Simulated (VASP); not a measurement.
Given:

```yaml
crystal:
  lattice:
    - [0.00000, 1.98925, 1.98925]
    - [1.98925, 0.00000, 1.98925]
    - [1.98925, 1.98925, 0.00000]
  atoms:
    - { symbol: Li, position: [0.00000, 0.00000, 0.00000] }
    - { symbol: H, position: [0.50000, 0.50000, 0.50000] }
```

Computed with LDA (Ceperley-Alder, Perdew-Zunger), VASP's LDA PAW potentials (set 64) (plane waves; VASP 6.6.1). Settings: 520 eV cut-off, 12×12×12 Γ-centred mesh, Gaussian smearing of 0.050 eV, potentials Li_sv H.

Q: Predict the energy per atom (σ→0), pressure, band gap (on the k-mesh) with the smallest direct gap where there is one.

A: 
The band gap (on the k-mesh) is 2.59 eV, the smallest direct gap (on the k-mesh) comes out as 2.59 eV and the energy per atom (σ→0) comes out as -3.246 eV/atom. The pressure is -21.8 kbar.

The absolute energy has meaning only against runs of the same code, potentials and settings.

The compound is LiH in the rock salt structure. This cell is one point of a volume scan, at 1.06 of the reference volume.
